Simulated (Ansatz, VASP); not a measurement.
# HfC: VASP beside Ansatz, part 2 of 2

Wanted: the spread between two codes on one cell, functional and k mesh. The cell is taken from a series of runs on this material, whose earlier steps may have relaxed, scaled, displaced or heated it; both programs get it as it stands.

VASP 6.6.1 and Ansatz 0.2.0.

So far: The structure; Ansatz: zone-centre phonons, LDA.

## 3. VASP: zone-centre phonons, LDA

Level of this step: LDA; plane waves and PAW (C, Hf_pv) (VASP).

The same cell, functional (in two slightly different forms), mesh and smearing now go to VASP, with its own data sets.

Lines of VASP's logs that name or quote its potential files are left out, and so is its time.

The input, INCAR:

```
SYSTEM = HfC
PREC = Accurate
ENCUT = 600
EDIFF = 1E-08
NELM = 120
ISMEAR = 1
SIGMA = 0.2
LREAL = .FALSE.
ALGO = Normal
GGA = CA
NBANDS = 13
LASPH = .TRUE.
LORBIT = 11
LWAVE = .FALSE.
LCHARG = .FALSE.
ISIF = 2
IBRION = 8
GGA_COMPAT = .FALSE.
KPAR = 2
```

The input, POSCAR:

```
HfC
1.0
    0.0000000000      2.2177814207      2.3134090912
    2.2177814207      0.0000000000      2.3134090912
    2.2177814207      2.2177814207      0.0000000000
C Hf
1 1
Direct
    0.0000000000      0.0000000000      0.0000000000
    0.5000000000      0.5000000000      0.5000000000
```

The input, KPOINTS:

```
Automatic mesh
0
Gamma
16 16 16
0 0 0
```

PAW data sets: C and Hf_pv (LDA family, release 64).

Started as:

```console
mpirun -np 2 vasp_std
```

Numbers of over 12 decimals in the logs are rounded to 6 here.

What it wrote:

```text
[banner, memory and clock lines left out]
running    2 mpi-ranks, on    1 nodes
 distrk:  each k-point on    1 cores,    2 groups
 distr:  one band on    1 cores,    1 groups

 POSCAR found type information on POSCAR C Hf
 POSCAR found :  2 types and       2 ions
 LDA part: xc-table for (Slater(with rela. corr.)+CA(PZ))
 , standard interpolation
 POSCAR, INCAR and KPOINTS ok, starting setup
 FFT: planning ... GRIDC
 FFT: planning ... GRID_SOFT
 FFT: planning ... GRID
 WAVECAR not read
 entering main loop
       N       E                     dE             d eps       ncg     rms          rms(c)
DAV:   1     0.245330654314E+02    0.24533E+02   -0.87019E+03  9098   0.120E+03
DAV:   2    -0.242153687180E+02   -0.48748E+02   -0.45828E+02 11441   0.223E+02
DAV:   3    -0.258942404727E+02   -0.16789E+01   -0.16693E+01 11337   0.298E+01
DAV:   4    -0.259031918428E+02   -0.89514E-02   -0.89452E-02 10207   0.255E+00
DAV:   5    -0.259032514998E+02   -0.59657E-04   -0.59655E-04 11391   0.191E-01    0.699E+01
DAV:   6    -0.228662647084E+02    0.30370E+01   -0.13437E+01 10454   0.198E+01    0.485E+01
DAV:   7    -0.228111975586E+02    0.55067E-01   -0.55956E-01 10659   0.533E+00    0.251E+01
DAV:   8    -0.227972884624E+02    0.13909E-01   -0.38781E-02 11279   0.158E+00    0.447E+00
DAV:   9    -0.227938627847E+02    0.34257E-02   -0.17889E-02 10824   0.713E-01    0.174E+00
DAV:  10    -0.227934726489E+02    0.39014E-03   -0.13318E-03 10985   0.270E-01    0.933E-02
DAV:  11    -0.227934730419E+02   -0.39297E-06   -0.60792E-05 10874   0.687E-02    0.682E-02
DAV:  12    -0.227934726624E+02    0.37951E-06   -0.10854E-06 11523   0.920E-03    0.491E-03
DAV:  13    -0.227934725643E+02    0.98095E-07   -0.33200E-07 10799   0.328E-03    0.478E-04
DAV:  14    -0.227934725672E+02   -0.29088E-08   -0.11521E-08  8528   0.889E-04
   1 F= -.22793473E+02 E0= -.22793640E+02  d E =0.503524E-03
 Linear response reoptimize wavefunctions to high precision
DAV:   1    -0.227934725675E+02   -0.26785E-09   -0.40149E-10  7683   0.199E-04
DAV:   2    -0.227934725675E+02   -0.40927E-11   -0.43551E-11  6202   0.576E-05
 Linear response DOF=           4
 Linear response progress:
  Degree of freedom:   1/  4
       N       E                     dE             d eps       ncg     rms          rms(c)
RMM:   1    -0.126274772514E+00   -0.12627E+00    0.17035E-02 35368   0.204E+00
RMM:   2    -0.120454419827E+00    0.58204E-02   -0.38945E-03 25900   0.382E-01    0.573E-01
RMM:   3    -0.120751645985E+00   -0.29723E-03   -0.83512E-04 23469   0.168E-01    0.298E-01
RMM:   4    -0.121803930583E+00   -0.10523E-02   -0.51163E-04 23932   0.126E-01    0.432E-02
RMM:   5    -0.121792251142E+00    0.11679E-04   -0.13463E-05 26630   0.271E-02    0.119E-02
RMM:   6    -0.121794704986E+00   -0.24538E-05   -0.41096E-07 28750   0.423E-03    0.377E-03
RMM:   7    -0.121780767391E+00    0.13938E-04   -0.14541E-07 27634   0.234E-03    0.254E-03
RMM:   8    -0.121784477363E+00   -0.37100E-05   -0.45338E-08 29695   0.649E-04    0.199E-04
RMM:   9    -0.121783770812E+00    0.70655E-06   -0.64988E-08 30887   0.145E-04    0.201E-04
RMM:  10    -0.121783774403E+00   -0.35907E-08   -0.69685E-08 31672   0.545E-05    0.630E-05
 first order change of Fermi-energy  -0.11251E-02
 force on displaced ion       1 direction 1 : -12.829   0.000   0.000
 Linear response progress:
  Degree of freedom:   2/  4
       N       E                     dE             d eps       ncg     rms          rms(c)
RMM:   1    -0.121880699259E+00   -0.12188E+00    0.27945E-02 19962   0.190E+00
RMM:   2    -0.118575289107E+00    0.33054E-02   -0.28818E-03 14552   0.340E-01    0.348E-01
RMM:   3    -0.118872103842E+00   -0.29681E-03   -0.66146E-04 12950   0.149E-01    0.176E-01
RMM:   4    -0.119821842048E+00   -0.94974E-03   -0.44149E-04 13242   0.117E-01    0.317E-02
RMM:   5    -0.119826724670E+00   -0.48826E-05   -0.10874E-05 15207   0.233E-02    0.103E-02
RMM:   6    -0.119824578812E+00    0.21459E-05   -0.34499E-07 16055   0.379E-03    0.350E-03
RMM:   7    -0.119815976661E+00    0.86022E-05   -0.68155E-08 15654   0.172E-03    0.226E-03
RMM:   8    -0.119817048663E+00   -0.10720E-05   -0.44243E-09 16818   0.487E-04    0.398E-04
RMM:   9    -0.119817201437E+00   -0.15277E-06    0.42445E-09 16858   0.101E-04    0.132E-04
RMM:  10    -0.119817212777E+00   -0.11340E-07   -0.27189E-08 17259   0.364E-05    0.285E-05
RMM:  11    -0.119817236879E+00   -0.24102E-07   -0.23499E-08 16776   0.271E-05    0.587E-06
RMM:  12    -0.119817244955E+00   -0.80762E-08   -0.12917E-08 13815   0.234E-05    0.563E-06
 first order change of Fermi-energy   0.32760E-02
 force on displaced ion       1 direction 3 :   0.000   0.000  -6.960
 Linear response progress:
  Degree of freedom:   3/  4
       N       E                     dE             d eps       ncg     rms          rms(c)
RMM:   1    -0.209957612031E+00   -0.20996E+00    0.39430E+00 18004   0.119E+01
RMM:   2    -0.204106213023E+00    0.58514E-02   -0.29807E-02 24976   0.126E+00    0.622E-01
RMM:   3    -0.203387953577E+00    0.71826E-03   -0.89549E-04 30705   0.150E-01    0.284E-01
RMM:   4    -0.202859890424E+00    0.52806E-03   -0.89350E-05 32980   0.563E-02    0.151E-01
RMM:   5    -0.202489444453E+00    0.37045E-03   -0.29264E-05 34149   0.347E-02    0.164E-02
RMM:   6    -0.202491469537E+00   -0.20251E-05   -0.28809E-06 32768   0.113E-02    0.935E-03
RMM:   7    -0.202497336711E+00   -0.58672E-05   -0.18843E-06 36242   0.255E-03    0.823E-03
RMM:   8    -0.202498260183E+00   -0.92347E-06   -0.57674E-06 36299   0.668E-04    0.223E-03
RMM:   9    -0.202499178226E+00   -0.91804E-06   -0.36705E-06 36436   0.342E-04    0.315E-04
RMM:  10    -0.202499496520E+00   -0.31829E-06   -0.21432E-06 36018   0.140E-04    0.119E-04
RMM:  11    -0.202499546851E+00   -0.50331E-07   -0.98717E-07 38109   0.749E-05    0.898E-05
RMM:  12    -0.202499572723E+00   -0.25872E-07   -0.49020E-07 36264   0.542E-05    0.338E-05
RMM:  13    -0.202499580926E+00   -0.82035E-08   -0.23614E-07 34291   0.453E-05    0.109E-05
RMM:  14    -0.202499580906E+00    0.19706E-10   -0.11115E-07 28680   0.409E-05    0.147E-05
RMM:  15    -0.202499583425E+00   -0.25185E-08   -0.23729E-08 26547   0.390E-05    0.778E-06
 first order change of Fermi-energy   0.15601E-02
 force on displaced ion       2 direction 1 : -12.830   0.000   0.000
 Linear response progress:
  Degree of freedom:   4/  4
       N       E                     dE             d eps       ncg     rms          rms(c)
RMM:   1    -0.213070092098E+00   -0.21307E+00    0.35641E+00 10401   0.114E+01
RMM:   2    -0.208694135828E+00    0.43760E-02   -0.28443E-02 14067   0.121E+00    0.440E-01
RMM:   3    -0.208149793800E+00    0.54434E-03   -0.81177E-04 17102   0.133E-01    0.167E-01
RMM:   4    -0.207761365564E+00    0.38843E-03   -0.54626E-05 18332   0.409E-02    0.108E-01
RMM:   5    -0.207400222263E+00    0.36114E-03   -0.20055E-05 18738   0.295E-02    0.110E-02
RMM:   6    -0.207395083286E+00    0.51390E-05   -0.14380E-06 18979   0.804E-03    0.398E-03
RMM:   7    -0.207405848421E+00   -0.10765E-04   -0.77171E-07 19596   0.189E-03    0.431E-03
RMM:   8    -0.207406818763E+00   -0.97034E-06   -0.96435E-07 20072   0.456E-04    0.635E-04
RMM:   9    -0.207406927625E+00   -0.10886E-06   -0.77575E-07 20053   0.204E-04    0.605E-05
RMM:  10    -0.207407133455E+00   -0.20583E-06   -0.53279E-07 20113   0.931E-05    0.586E-05
RMM:  11    -0.207407163125E+00   -0.29670E-07   -0.23055E-07 21592   0.517E-05    0.540E-05
RMM:  12    -0.207407172717E+00   -0.95914E-08   -0.13693E-07 19358   0.397E-05    0.460E-06
RMM:  13    -0.207407172141E+00    0.57513E-09   -0.92561E-08 16681   0.357E-05    0.427E-06
 first order change of Fermi-energy  -0.30294E-02
 force on displaced ion       2 direction 3 :   0.000   0.000  -6.964
 Linear response finished
```

Parts of OUTCAR (step 3):

```text
ion  position               nearest neighbor table
   1  0.000  0.000  0.000-   2 2.22   2 2.22   2 2.22   2 2.22   2 2.31   2 2.31
   2  0.500  0.500  0.500-   1 2.22   1 2.22   1 2.22   1 2.22   1 2.31   1 2.31

  LATTYP: Found a body centered tetragonal cell.
 ALAT       =     3.1364165635
 C/A-ratio  =     1.4751924971

 Subroutine GETGRP returns: Found 16 space group operations
 (whereof 16 operations were pure point group operations)

The static configuration has the point symmetry D_4h.

 Found    349 irreducible k-points:

   k-points           NKPTS =    349   k-points in BZ     NKDIM =    349   number of bands    NBANDS=     13

   dimension x,y,z NGX =    28 NGY =   28 NGZ =   28
   dimension x,y,z NGXF=    56 NGYF=   56 NGZF=   56

   ENCUT  =  600.0 eV  44.10 Ry    6.64 a.u.   6.40  6.40  6.26*2*pi/ulx,y,z

   NELECT =      14.0000    total number of electrons

 k-points in reciprocal lattice and weights: Automatic mesh
   0.00000000  0.00000000  0.00000000       0.000
   0.06250000 -0.00000000  0.00000000       0.002
   0.12500000 -0.00000000  0.00000000       0.002
   0.18750000 -0.00000000  0.00000000       0.002
   0.25000000 -0.00000000  0.00000000       0.002
   0.31250000 -0.00000000  0.00000000       0.002
   0.37500000 -0.00000000  0.00000000       0.002
   0.43750000  0.00000000  0.00000000       0.002
   0.50000000 -0.00000000  0.00000000       0.001
[...]
-0.31250000  0.18750000  0.50000000       0.001
  -0.25000000  0.25000000  0.50000000       0.000

 average (electrostatic) potential at core
       1 -51.0263       2 -34.4119

  Total        3.3923026      3.3923026      0.0828841      0.0000000     -0.0000000      0.0000000
  in kB      238.8280077    238.8280077      5.8352791      0.0000000     -0.0000000      0.0000000
  external PRESSURE =     161.1637648 kB  Pullay stress =       0.0000000 kB

  energy-cutoff  :      600.00
  volume of cell :       22.76
      direct lattice vectors                 reciprocal lattice vectors
     0.000000000  2.217781421  2.313409091    -0.225450531  0.225450531  0.216131251
     2.217781421  0.000000000  2.313409091     0.225450531 -0.225450531  0.216131251
     2.217781421  2.217781421  0.000000000     0.225450531  0.225450531 -0.216131251

 POSITION                                       TOTAL-FORCE (eV/Angst)
 -----------------------------------------------------------------------------------
      0.00000      0.00000      0.00000         0.000000      0.000000      0.000000
      2.21778      2.21778      2.31341        -0.000000     -0.000000      0.000000
 -----------------------------------------------------------------------------------
    total drift:                                0.000000      0.000000      0.000000

 Eigenvectors and eigenvalues of the dynamical matrix
 ----------------------------------------------------

   1 f  =   16.691502 THz   104.875797 2PiTHz  556.768562 cm-1    69.030473 meV
             X         Y         Z           dx          dy          dz
      0.000000  0.000000  0.000000     0.000000    0.967960    0.000000
      2.217781  2.217781  2.313409     0.000000   -0.251105    0.000000

   2 f  =   16.691502 THz   104.875797 2PiTHz  556.768562 cm-1    69.030473 meV
             X         Y         Z           dx          dy          dz
      0.000000  0.000000  0.000000    -0.967960    0.000000    0.000000
      2.217781  2.217781  2.313409     0.251105    0.000000    0.000000

   3 f  =   12.294710 THz    77.249939 2PiTHz  410.107372 cm-1    50.846811 meV
             X         Y         Z           dx          dy          dz
      0.000000  0.000000  0.000000     0.000000    0.000000    0.967947
      2.217781  2.217781  2.313409     0.000000    0.000000   -0.251156

   4 f/i=    0.000152 THz     0.000956 2PiTHz    0.005077 cm-1     0.000630 meV
             X         Y         Z           dx          dy          dz
      0.000000  0.000000  0.000000     0.014808    0.250668    0.000000
      2.217781  2.217781  2.313409     0.057083    0.966275    0.000000

   5 f/i=    0.000152 THz     0.000956 2PiTHz    0.005077 cm-1     0.000630 meV
             X         Y         Z           dx          dy          dz
      0.000000  0.000000  0.000000     0.250668   -0.014808    0.000000
      2.217781  2.217781  2.313409     0.966275   -0.057083    0.000000

   6 f/i=    0.000757 THz     0.004759 2PiTHz    0.025264 cm-1     0.003132 meV
             X         Y         Z           dx          dy          dz
      0.000000  0.000000  0.000000     0.000000    0.000000   -0.251156
      2.217781  2.217781  2.313409     0.000000    0.000000   -0.967947

 ELASTIC MODULI CONTR FROM IONIC RELAXATION (kBar)
 Direction    XX          YY          ZZ          XY          YZ          ZX
 --------------------------------------------------------------------------------
 XX           0.0000      0.0000      0.0000      0.0000      0.0000      0.0000
 YY           0.0000      0.0000      0.0000      0.0000      0.0000      0.0000
 ZZ           0.0000      0.0000      0.0000      0.0000      0.0000      0.0000
 XY           0.0000      0.0000      0.0000      0.0000      0.0000      0.0000
 YZ           0.0000      0.0000      0.0000      0.0000      0.0000      0.0000
 ZX           0.0000      0.0000      0.0000      0.0000      0.0000      0.0000
 --------------------------------------------------------------------------------
```

## 4. Comparison

Known differences besides the potentials themselves: the two LDA forms differ slightly; the data sets hold 30 valence electrons in Ansatz (on its PAW soft_1 files) and 14 in VASP; the cutoff is 420 eV in Ansatz and 600 eV in VASP; VASP's log shows a relativistic correction to its local exchange, Ansatz's none. Total energies have different zeros and are not compared.

The two programs side by side:

```csv
quantity,Ansatz,VASP,difference
optical mode 1 (cm⁻¹),416.4,410.1,+1.53 %
optical mode 2 to 3 (cm⁻¹),555.8,556.8,-0.17 %
```

Modes are paired by rising frequency, not by their patterns, so a pair may set unlike modes beside each other; they are those without the splitting of longitudinal modes.

## 5. What came out

```
r.m.s. difference of the optical zone-centre modes, each program's sorted by frequency (zone-centre phonons, LDA) : 3.7 cm⁻¹
difference in optical mode 1 (zone-centre phonons, LDA)                                                           : +1.5 %
```

In words: The r.m.s. difference of the optical zone-centre modes, each program's sorted by frequency is 3.7 cm⁻¹ (zone-centre phonons, LDA). The data sets hold unlike numbers of valence electrons (30 in Ansatz and 14 in VASP), so part of the differences comes from the potentials. Among the rows given in per cent, the largest difference of the zone-centre phonons, LDA pair is in optical mode 1, +1.5 %. Such differences can come from data sets, numerical settings and the points named under the comparisons, not from the functional's error against experiment.

[Lines on the potential files, build, host, timing and source positions are cut from VASP's logs without a mark.]

[Logs are printed without paths, hosts, clocks, repeated set-up lines and the standing remarks that a program may print on its own settings, such as how far it seeks lower states.]

[Hosts, paths, dates, database ids (printed as entryN), source tags and the programs' standing remarks are cut or masked in the printed files.]
